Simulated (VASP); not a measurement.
Output of a VASP run:

File OSZICAR:
```
       N       E                     dE             d eps       ncg     rms          rms(c)
DAV:   1     0.361068066530E+02    0.36107E+02   -0.32002E+03   312   0.398E+02
DAV:   2    -0.933239536556E+01   -0.45439E+02   -0.43943E+02   412   0.106E+02
DAV:   3    -0.117118259128E+02   -0.23794E+01   -0.23596E+01   347   0.277E+01
DAV:   4    -0.117405455583E+02   -0.28720E-01   -0.28698E-01   377   0.354E+00
DAV:   5    -0.117410008683E+02   -0.45531E-03   -0.45529E-03   357   0.385E-01    0.123E+01
DAV:   6    -0.117121842452E+02    0.28817E-01   -0.17000E-02   332   0.850E-01    0.762E+00
DAV:   7    -0.117016092616E+02    0.10575E-01   -0.30676E-02   322   0.107E+00    0.350E-01
DAV:   8    -0.117012113593E+02    0.39790E-03   -0.31980E-03   322   0.354E-01    0.215E-01
DAV:   9    -0.117011520273E+02    0.59332E-04   -0.25817E-04   402   0.982E-02    0.867E-02
DAV:  10    -0.117011545563E+02   -0.25290E-05   -0.29820E-05   347   0.312E-02    0.138E-02
DAV:  11    -0.117011546556E+02   -0.99330E-07   -0.10242E-06   211   0.694E-03
   1 F= -.11701155E+02 E0= -.10989317E+02  d E =-.142367E+01
```

### OUTCAR
```
------------------------ aborting loop because EDIFF is reached ----------------------------------------
  FORCE on cell =-STRESS in cart. coord.  units (eV):
  Direction    XX          YY          ZZ          XY          YZ          ZX
  --------------------------------------------------------------------------------------
  Total       -1.5815229     -1.3761785     -0.0235088      0.0898857     -0.1784841      0.1720201
  in kB      -23.4222423    -20.3811055     -0.3481636      1.3312010     -2.6433373      2.5476050
  external PRESSURE =     -14.7171705 kB  Pullay stress =       0.0000000 kB
  volume of cell :      108.18
      direct lattice vectors                 reciprocal lattice vectors
     4.601350000  0.000000000  0.000000000     0.217327523  0.125474104  0.000000000
    -2.300675000  3.984886000  0.000000000     0.000000000  0.250948208  0.000000000
     0.000000000  0.000000000  5.900060000     0.000000000  0.000000000  0.169489802
 POSITION                                       TOTAL-FORCE (eV/Angst)
 -----------------------------------------------------------------------------------
      1.19215      0.00056      1.93872         0.397626      0.035797      0.175984
      3.99863      1.03130      3.97288        -0.157495      0.399730     -0.254087
      1.71125      2.95302      5.88851        -0.240131     -0.435527      0.078103
 -----------------------------------------------------------------------------------
    total drift:                               -0.000037      0.000063      0.000172
  FREE ENERGIE OF THE ION-ELECTRON SYSTEM (eV)
  ---------------------------------------------------
  free  energy   TOTEN  =       -11.7011546556 eV

  energy  without entropy=      -10.2774800560  energy(sigma->0) =      -10.98931736
```
(Selected blocks of OUTCAR.)

**POSCAR**
```
Te
1
    4.6013500000     0.0000000000     0.0000000000
   -2.3006750000     3.9848860000     0.0000000000
    0.0000000000     0.0000000000     5.9000600000
Te
3
Direct
  0.2591570000   0.0001410000   0.3285940000
 -0.0015860000   0.2588040000   0.6733630000
  0.7424290000   0.7410550000  -0.0019570000
```

Question: Write an INCAR and KPOINTS that could have produced this output.

Answer: One answer among several that fit: the input of the run itself, LDA (Ceperley-Alder, Perdew-Zunger), plane waves, VASP's LDA PAW potentials (set 64).

### INCAR
```
# general
SYSTEM   =  Te
PREC     =  Accurate
ENCUT    =  150
LREAL    =  .FALSE.
LASPH    =  .TRUE.

# electronic loop
EDIFF    =  1E-6
NELM     =  100
ALGO     =  Normal
LMAXMIX  =  4

# smearing
ISMEAR   =  -1
SIGMA    =  0.5

# ions
ISIF     =  2

# output
LWAVE    =  .FALSE.
LCHARG   =  .FALSE.
```

**KPOINTS**
```
Automatic mesh
0
Gamma
2 2 2
0.5 0.5 0.5
```

POTCAR, in this order: Te (LDA.64 set). Program: vasp_std.

At this cut-off the stress carries a Pulay error, which pulls relaxed volumes low.

The structure comes from a computed database's Te entry; how it stands against other phases isn't given here. The cell was not relaxed at this level, atoms are displaced from their ideal sites. The k-mesh is coarse (spacing up to 0.79 per Å, 2π included), so the numbers may not be converged in it. The run is one of a series of settings (ENCUT = 150, ISMEAR = -1, SIGMA = 0.5, KPOINTS 2×2×2 Γ-centred mesh shifted by (0.5, 0.5, 0.5) against the base run), some of them coarse on purpose.
